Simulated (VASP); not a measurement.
Calculation: PBE GGA, VASP's PBE PAW potentials (set 64) (plane waves; VASP).

Input for VASP

**POSCAR**
```
Be
1
    1.1450000000    -1.9831980000     0.0000000000
    1.1450000000     1.9831980000     0.0000000000
    0.0000000000     0.0000000000     3.5800000000
Be
2
Direct
  0.3333330000   0.6666670000   0.2500000000
  0.6666670000   0.3333330000   0.7500000000
```

KPOINTS:
```
Automatic
0
gamma
  16 16 9
```

INCAR:
```
! general
SYSTEM = Be
PREC   = Accurate
ENCUT  = 400
LREAL  = F
LASPH  = T

! electronic loop
EDIFF  = 1E-6
NELM   = 100
ALGO   = Normal

! smearing
ISMEAR = 1
SIGMA  = 0.1

! functional
GGA    = PE

! ions
ISIF   = 2

! output
LWAVE  = F
LCHARG = F
```

POTCAR, in this order: Be (PBE.64 set). Program: vasp_std.

### Question
Estimate the energy per atom (σ→0), pressure, band gap (on the k-mesh).

### Answer

```yaml
energy per atom (σ→0): -3.766 eV/atom
band gap (on the k-mesh): none (metal, semimetal or under 0.01 eV)
pressure: -3.06 GPa
```

**OSZICAR**
```
...
DAV:   3    -0.759303940248E+01   -0.18587E-01   -0.18586E-01  2364   0.355E+00
DAV:   4    -0.759305413268E+01   -0.14730E-04   -0.14730E-04  2646   0.997E-02
DAV:   5    -0.759305414650E+01   -0.13824E-07   -0.13904E-07  2334   0.147E-03    0.118E+00
DAV:   6    -0.755034170277E+01    0.42712E-01   -0.54494E-03  2100   0.105E+00    0.725E-01
DAV:   7    -0.753287014661E+01    0.17472E-01   -0.61795E-03  2148   0.111E+00    0.259E-02
DAV:   8    -0.753284900711E+01    0.21139E-04   -0.12804E-05  2568   0.424E-02    0.883E-03
DAV:   9    -0.753284837661E+01    0.63049E-06   -0.25837E-06  2352   0.202E-02
   1 F= -.75328484E+01 E0= -.75328026E+01  d E =-.137200E-03
```

The compound is Be in the hcp structure. The cell was not relaxed at this level.
